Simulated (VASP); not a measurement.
# HfB2: formation energy of interstitial N, part 5 of 6

Aim: the formation energy and local structure of interstitial N in HfB2. The start is a cell from a database of measured crystal structures.

VASP 6.6.1, plane waves and PAW; the level of theory is named at each step.

So far. Step 6 (Reference Hf): The run ended after 5 ionic steps, 0.039 eV below its first step, once forces and stress met EDIFFG = -0.02. Step 6 (Reference Hf): Energy at zero smearing: -125.57869 eV.

## Step 7: The defect cell

This step: SCAN; plane waves and PAW (Hf, B, N) (VASP 6.6.1).

System of this step: Hf12B24N. The cell holds 37 atoms: 12 Hf, 24 B and 1 N. Its edges and angles: a = 6.424 Å, b = 6.424 Å, c = 14.002 Å, α = 113.7°, β = 113.7°, γ = 114.6°. It derives from HfB2. Nearest the centre at fractional (0.250, 0.250, 0.000): N37 at 0.00 Å, Hf1 at 1.74 Å, Hf2 at 1.74 Å, B34 at 1.80 Å, B13 at 1.80 Å, B22 at 1.80 Å, B25 at 1.80 Å, B35 at 1.80 Å.

The host is treated as a metal, since its gap is under 0.3 eV or closed. The run keeps 8 symmetry operations, which cuts the number of k-points but bars distortions that break them. The atoms relax at the host's fixed cell.

INCAR reads:

```
SYSTEM = Hf12B24N
PREC = Normal
ENCUT = 400
EDIFF = 1E-05
NELM = 120
ISMEAR = 1
SIGMA = 0.2
LREAL = Auto
ALGO = Normal
METAGGA = SCAN
LASPH = .TRUE.
NBANDS = 88
LORBIT = 11
LWAVE = .FALSE.
LCHARG = .TRUE.
KPAR = 4
IBRION = 2
NSW = 50
ISIF = 2
EDIFFG = -0.03
POTIM = 0.4
MAXMIX = 40
ISYM = 2
```

POSCAR reads:

```
Hf12B24N
1.0
   -4.6810809556      2.7026233499      3.4706352879
    4.6810809556     -2.7026233499      3.4706352879
    4.6810809558      8.1078700497    -10.4119058637
Hf B N
12 24 1
Direct
    0.0000000000      0.0000000000      0.0000000000
    0.5000000000      0.5000000000      0.0000000000
    0.5000000000      0.0000000000      0.1666666700
    0.0000000000      0.5000000000      0.1666666700
    0.0000000000      0.0000000000      0.3333333300
    0.5000000000      0.5000000000      0.3333333300
    0.5000000000      0.0000000000      0.5000000000
    0.0000000000      0.5000000000      0.5000000000
    0.0000000000      0.0000000000      0.6666666700
    0.5000000000      0.5000000000      0.6666666700
    0.5000000000      0.0000000000      0.8333333300
    0.0000000000      0.5000000000      0.8333333300
    0.4166666700      0.5833333300      0.1666666700
    0.9166666700      0.0833333300      0.1666666700
    0.9166666700      0.5833333300      0.3333333300
    0.4166666700      0.0833333300      0.3333333300
    0.4166666700      0.5833333300      0.5000000000
    0.9166666700      0.0833333300      0.5000000000
    0.9166666700      0.5833333300      0.6666666700
    0.4166666700      0.0833333300      0.6666666700
    0.4166666700      0.5833333300      0.8333333300
    0.9166666700      0.0833333300      0.8333333300
    0.9166666700      0.5833333300      0.0000000000
    0.4166666700      0.0833333300      0.0000000000
    0.5833333300      0.4166666700      0.1666666700
    0.0833333300      0.9166666700      0.1666666700
    0.0833333300      0.4166666700      0.3333333300
    0.5833333300      0.9166666700      0.3333333300
    0.5833333300      0.4166666700      0.5000000000
    0.0833333300      0.9166666700      0.5000000000
    0.0833333300      0.4166666700      0.6666666700
    0.5833333300      0.9166666700      0.6666666700
    0.5833333300      0.4166666700      0.8333333300
    0.0833333300      0.9166666700      0.8333333300
    0.0833333300      0.4166666700      0.0000000000
    0.5833333300      0.9166666700      0.0000000000
    0.2500000000      0.2500000000      0.0000000000
```

KPOINTS reads:

```
Automatic mesh
0
Gamma
5 5 5
0 0 0
```

The projector-augmented-wave data sets are Hf, B and N (PBE family, release 64).

Started as:

```sh
$ mpirun -np 4 vasp_std
```

The program printed:

```text
[banner, memory and clock lines left out]
running    4 mpi-ranks, on    1 nodes
 distrk:  each k-point on    1 cores,    4 groups
 distr:  one band on    1 cores,    1 groups

 POSCAR found type information on POSCAR HfB N
 POSCAR found :  3 types and      37 ions
 [... a notice as in an earlier step ...]

 LDA part: xc-table for (None), standard interpolation
 POSCAR, INCAR and KPOINTS ok, starting setup
 FFT: planning ... GRIDC
 FFT: planning ... GRID_SOFT
 FFT: planning ... GRID
 WAVECAR not read
 entering main loop
       N       E                     dE             d eps       ncg     rms          rms(c)
DAV:   1    -0.395582472447E+03   -0.39558E+03   -0.48070E+04  4752   0.106E+03
DAV:   2    -0.970861189219E+03   -0.57528E+03   -0.54863E+03  6000   0.213E+02
DAV:   3    -0.100334213336E+04   -0.32481E+02   -0.31758E+02  6072   0.495E+01
DAV:   4    -0.100396681357E+04   -0.62468E+00   -0.62104E+00  5960   0.715E+00
DAV:   5    -0.100398095074E+04   -0.14137E-01   -0.14118E-01  6016   0.974E-01    0.743E+01
DAV:   6    -0.969369868234E+03    0.34611E+02   -0.95629E+01  6016   0.239E+01    0.409E+01
DAV:   7    -0.969933763977E+03   -0.56390E+00   -0.13454E+01  6208   0.154E+01    0.142E+01
DAV:   8    -0.969247852704E+03    0.68591E+00   -0.50147E+00  5968   0.766E+00    0.243E+00
DAV:   9    -0.969231092808E+03    0.16760E-01   -0.85880E-01  5936   0.304E+00    0.134E+00
DAV:  10    -0.969232456219E+03   -0.13634E-02   -0.79255E-02  6056   0.939E-01    0.676E-01
DAV:  11    -0.969233989963E+03   -0.15337E-02   -0.15870E-02  5960   0.439E-01    0.204E-01
DAV:  12    -0.969233633546E+03    0.35642E-03   -0.17951E-03  6336   0.142E-01    0.799E-02
DAV:  13    -0.969233688751E+03   -0.55205E-04   -0.10584E-03  5920   0.962E-02    0.364E-02
DAV:  14    -0.969233701304E+03   -0.12553E-04   -0.83550E-05  5760   0.333E-02    0.137E-02
DAV:  15    -0.969233711690E+03   -0.10386E-04   -0.31775E-05  4688   0.185E-02    0.460E-03
DAV:  16    -0.969233713664E+03   -0.19737E-05   -0.16576E-06  3152   0.500E-03
   1 F= -.96923371E+03 E0= -.96923285E+03  d E =-.969234E+03
 curvature:   0.00 expect dE= 0.000E+00 dE for cont linesearch  0.000E+00
 trial: gam= 0.00000 g(F)=  0.101E+02 g(S)=  0.000E+00 ort = 0.000E+00 (trialstep = 0.100E+01)
 search vector abs. value=  0.101E+02
 bond charge predicted
       N       E                     dE             d eps       ncg     rms          rms(c)
DAV:   1    -0.967982658609E+03    0.12511E+01   -0.36587E+02  4760   0.522E+01    0.118E+01
DAV:   2    -0.969022595524E+03   -0.10399E+01   -0.17713E+01  6096   0.131E+01    0.804E+00
DAV:   3    -0.968966796349E+03    0.55799E-01   -0.25805E+00  5864   0.520E+00    0.496E+00
DAV:   4    -0.968941446692E+03    0.25350E-01   -0.32291E-01  5984   0.183E+00    0.167E+00
DAV:   5    -0.968913534073E+03    0.27913E-01   -0.18326E-01  5840   0.133E+00    0.773E-01
DAV:   6    -0.968915882783E+03   -0.23487E-02   -0.20734E-02  5832   0.471E-01    0.514E-01
DAV:   7    -0.968916089076E+03   -0.20629E-03   -0.31834E-03  6032   0.193E-01    0.178E-01
DAV:   8    -0.968916100679E+03   -0.11602E-04   -0.70805E-04  6064   0.975E-02    0.623E-02
DAV:   9    -0.968916120292E+03   -0.19614E-04   -0.16120E-04  5568   0.394E-02    0.375E-02
DAV:  10    -0.968916114918E+03    0.53745E-05   -0.66193E-05  5792   0.251E-02
   2 F= -.96891611E+03 E0= -.96891768E+03  d E =0.317599E+00
[... from here on, the cycles between the ionic steps are left out ...]
   3 F= -.97140584E+03 E0= -.97140668E+03  d E =-.217213E+01
   4 F= -.97140630E+03 E0= -.97140706E+03  d E =-.217259E+01
   5 F= -.97153391E+03 E0= -.97153395E+03  d E =-.127606E+00
   6 F= -.97155624E+03 E0= -.97155585E+03  d E =-.149933E+00
   7 F= -.97157158E+03 E0= -.97157141E+03  d E =-.153453E-01
   8 F= -.97157196E+03 E0= -.97157182E+03  d E =-.157241E-01
   9 F= -.97157395E+03 E0= -.97157373E+03  d E =-.198616E-02
  10 F= -.97157419E+03 E0= -.97157399E+03  d E =-.223140E-02
 curvature:  -0.46 expect dE=-0.307E-03 dE for cont linesearch -0.264E-06
 trial: gam= 0.12422 g(F)=  0.662E-03 g(S)=  0.000E+00 ort =-0.627E-04 (trialstep = 0.991E+00)
 search vector abs. value=  0.753E-03
 bond charge predicted
       N       E                     dE             d eps       ncg     rms          rms(c)
DAV:   1    -0.971574627916E+03   -0.43992E-03   -0.24441E-02  4904   0.517E-01    0.844E-02
DAV:   2    -0.971574644148E+03   -0.16232E-04   -0.72828E-04  6128   0.947E-02    0.295E-02
DAV:   3    -0.971574640604E+03    0.35437E-05   -0.55093E-05  5880   0.247E-02
  11 F= -.97157464E+03 E0= -.97157448E+03  d E =-.449878E-03
 trial-energy change:   -0.000450  1 .order   -0.000449   -0.000648   -0.000249
 step:   1.6091(harm=  1.6091)  dis= 0.00237  next Energy=  -971.574717 (dE=-0.526E-03)
 reached required accuracy - stopping structural energy minimisation
```

It took 21 min on 4 MPI ranks of Intel Xeon 6975P-C (Granite Rapids), shared host; peak memory 2.2 GiB; 72 min of CPU time.

From OUTCAR (step 7):

```text
   NELECT =     125.0000    total number of electrons

 E-fermi :   8.3869

 k-point     1 :       0.0000    0.0000    0.0000
  band No.  band energies     occupation
    ...
     58       5.9973      2.00000
     59       6.0504      2.00000
     60       6.2165      2.00000
     61       6.7424      2.00000
     62       7.7546      2.00007
     63       8.5139      0.12961
     64       8.5722     -0.03141
     65       9.7742     -0.00000
     66       9.8066     -0.00000
     67       9.9094     -0.00000
    ...

  Total       17.3914555     16.8549487     22.9788898     -0.4646285      0.0000000      0.0000000
  in kB       79.3260575     76.8789383    104.8115111     -2.1192675      0.0000000      0.0000000
  external PRESSURE =      87.0055023 kB  Pullay stress =       0.0000000 kB

 POSITION                                       TOTAL-FORCE (eV/Angst)
 -----------------------------------------------------------------------------------
      0.00000      0.00000      6.75739         0.000000     -0.000000     -0.021306
      0.00000      0.00000      3.65452        -0.000000     -0.000000      0.021306
     -1.55675      2.70887     -0.00000        -0.003186     -0.005518      0.000000
      3.12433      0.00625     -0.00000        -0.003186     -0.005518      0.000000
      1.56503      2.71070     -3.48071        -0.001557     -0.002696      0.005501
      1.56503      2.71070      0.01007        -0.001557     -0.002696     -0.005501
      4.68108      2.70262      0.00000        -0.000000     -0.000000      0.000000
      4.68108      2.70262     -3.47064        -0.000000     -0.000000      0.000000
      3.11606      5.39717     -0.01007         0.001557      0.002696      0.005501
      3.11606      5.39717     -3.46056         0.001557      0.002696     -0.005501
      6.23783      5.39900     -3.47064         0.003186      0.005518     -0.000000
      1.55675      8.10162     -3.47064         0.003186      0.005518     -0.000000
      1.62614      0.94194      1.73532        -0.002790      0.018496      0.000000
     -3.08871      3.62952      1.73532         0.003147     -0.004489     -0.000000
      0.00256      3.65649      1.73532        -0.007349      0.000743     -0.000000
      0.00856      3.61588     -1.73532        -0.005395     -0.011366     -0.000000
      3.11440      3.60219     -1.73532         0.002135     -0.001300      0.000000
     -1.56239      6.31225     -1.73532         0.002194     -0.001198      0.000000
      1.51575      6.27741     -1.73532        -0.004318      0.005992      0.000000
      1.55392      6.29252     -5.20595         0.007146      0.010355      0.000000
      4.67455      6.26538     -5.20595         0.005461     -0.000481     -0.000000
     -0.00268      8.93125     -5.20595        -0.017413     -0.006832     -0.000000
     -1.55034      0.89509      5.20595        -0.014095      0.008138     -0.000000
      3.06891      9.03866     -8.67659         0.021123     -0.012196     -0.000000
[...]
-----------------------------------------------------------------------------------
    total drift:                                0.000000      0.000000     -0.000000

  FREE ENERGIE OF THE ION-ELECTRON SYSTEM (eV)
  ---------------------------------------------------
  free  energy   TOTEN  =      -971.5746406040 eV

  energy  without entropy=     -971.5741480847  energy(sigma->0) =     -971.57447643

[... 7 parts as in an earlier step ...]

[... 11 further parts left out ...]
```

This run has no spin polarisation. Its electron count is odd, so without a moment it is a metal by construction. The run keeps the 8 symmetry operations of its start, so it cannot find a distortion of lower symmetry.

The steps of the relaxation:

```tsv
step	energy less that of the first step (eV)	largest force (eV/Å)
1	0.0000	10.9060
2	0.3176	10.6721
3	-2.1721	0.7018
4	-2.1726	0.6878
5	-2.3002	0.2818
6	-2.3225	0.2257
7	-2.3379	0.1633
8	-2.3382	0.2187
9	-2.3402	0.1410
10	-2.3405	0.0433
11	-2.3409	0.0244
```

The atoms that moved most (Å):

```tsv
atom	dx	dy	dz	length
Hf1	0.000	0.000	-0.184	0.184
Hf2	0.000	0.000	0.184	0.184
B13	0.066	0.041	0.000	0.078
B34	-0.066	-0.041	0.000	0.078
B25	0.003	0.077	0.000	0.078
B22	-0.003	-0.077	0.000	0.078
B35	0.052	-0.030	0.000	0.060
B24	-0.052	0.030	0.000	0.060
```

Final coordinates:

```
Hf B N
1.0
    -4.68108    2.70262    3.47064
     4.68108   -2.70262    3.47064
     4.68108    8.10787  -10.41191
Hf B N
12 24 1
Direct
  0.97351 0.97351 0.00000
  0.52649 0.52649 0.00000
  0.50116 0.00116 0.16744
  0.00116 0.50116 0.16744
  0.00004 0.00004 0.33433
  0.50295 0.50295 0.33433
  0.50000 0.00000 0.50000
  0.00000 0.50000 0.50000
  0.99705 0.99705 0.66567
  0.49996 0.49996 0.66567
  0.49884 0.99884 0.83256
  0.99884 0.49884 0.83256
  0.42426 0.59767 0.17398
  0.92148 0.09087 0.17078
  0.92647 0.58865 0.33837
  0.41896 0.08585 0.33494
  0.41643 0.58220 0.49954
  0.91780 0.08357 0.50046
  0.91135 0.57353 0.66163
  0.41415 0.08104 0.66506
  0.40913 0.57852 0.82922
  0.90233 0.07574 0.82602
  0.91560 0.58440 0.00000
  0.42220 0.07780 0.00000
  0.59767 0.42426 0.17398
  0.09087 0.92148 0.17078
  0.08585 0.41896 0.33494
  0.58865 0.92647 0.33837
  0.58220 0.41643 0.49954
  0.08357 0.91780 0.50046
  0.08104 0.41415 0.66506
  0.57353 0.91135 0.66163
  0.57852 0.40913 0.82922
  0.07574 0.90233 0.82602
  0.07780 0.42220 0.00000
  0.58440 0.91560 0.00000
  0.25000 0.25000 0.00000
```

Numbers from this step:

```
electronic cycles       : 74
electrons               : 125
free energy (TOTEN)     : -971.5746 eV
energy at zero smearing : -971.5745 eV
Fermi energy            : 8.387 eV
```

Valence density in the ab plane at fractional z = 0.000, through the centre, with atoms of Hf and B and N within 0.45 Å of it. It is the smooth field of the valence electrons, not physical close to the nuclei.

Ten steps, logarithmic in the rise over the least value, from '_' (0.1 e/Å³) to '@' (3.9 e/Å³), each cell a mean:
```
::--::::--==++++****++++++==--::::::
::::::::----====++++==++++==------::
::::::::::::--==++++++++==--::----::
----::::..::::--==++++==--::..::----
====--::....::----====--::..::--====
++==--::::::::::::------::::--==++++
++++==----::::::::::--==----==++++++
**++++==--::..::--::::----==++++==++
****++++==::::::::::::::--==++++++**
**++++++==------__::--::::--==++++**
++==++++++++**++--::::::::----====++
++++++**##%%##**--::..::::::::--==++
====++%%@@@@%%++--::::::::..::::--==
--==**@@@@@@##++====----::....::----
::==##@@@@%%**++++++==--::::::::::::
::==**##**++++++++++++==----::::::::
..::========++==++**++++====--::::--
__..::::--==++++******++++==--::::::
```
Columns run along a (6.4 Å), rows up along b (6.4 Å). Atoms in or near the plane, at fractional coordinates: Hf at (0.97, 0.97), Hf at (0.53, 0.53), B at (0.92, 0.58), B at (0.42, 0.08), B at (0.08, 0.42), B at (0.58, 0.92), N at (0.25, 0.25).

The run ended after 11 ionic steps, 2.341 eV below its first step, once the forces on the free atoms met EDIFFG = -0.03.

N hardly moves from its start, within the 8 symmetry operations kept, and its nearest atoms are 6 B and 2 Hf at 1.86 to 1.92 Å.

## Step 8: Formation energies

This step: point defect, SCAN; plane waves and PAW (VASP 6.6.1).

No new run; the numbers come from the runs before.

This step gave:

| Quantity | Value |
| --- | --- |
| formation energy of the neutral defect | 8.452 eV |
| host formation enthalpy | -1.063 eV/atom |

Formation energy:

```tsv
formation energy (eV)	largest move (Å)
8.452	0.1839
```

E_f is E(defect cell) less E(perfect cell), corrected for the atoms exchanged with their references.

References, in eV an atom: N -9.244 (N2 molecule), B -7.460 (crystal R-3m) and Hf -62.789 (crystal P6_3/mmc). They were run at the supercell's cutoff and functional, without U, and count both elements from their own phases.

(Part 5 of 6 ends here.)

[Lines on the potential files, build, host, timing and source positions are cut from VASP's logs without a mark.]

[Logs are printed without paths, hosts, clocks, repeated set-up lines and the standing remarks that a program may print on its own settings, such as how far it seeks lower states.]

[Hosts, paths, dates, database ids (printed as entryN), source tags and the programs' standing remarks are cut or masked in the printed files.]

[In band tables of VASP the shares of atoms and orbitals are scaled to a sum of 1 inside the atoms' spheres.]

[Runs that stopped without an error message from VASP are left out.]
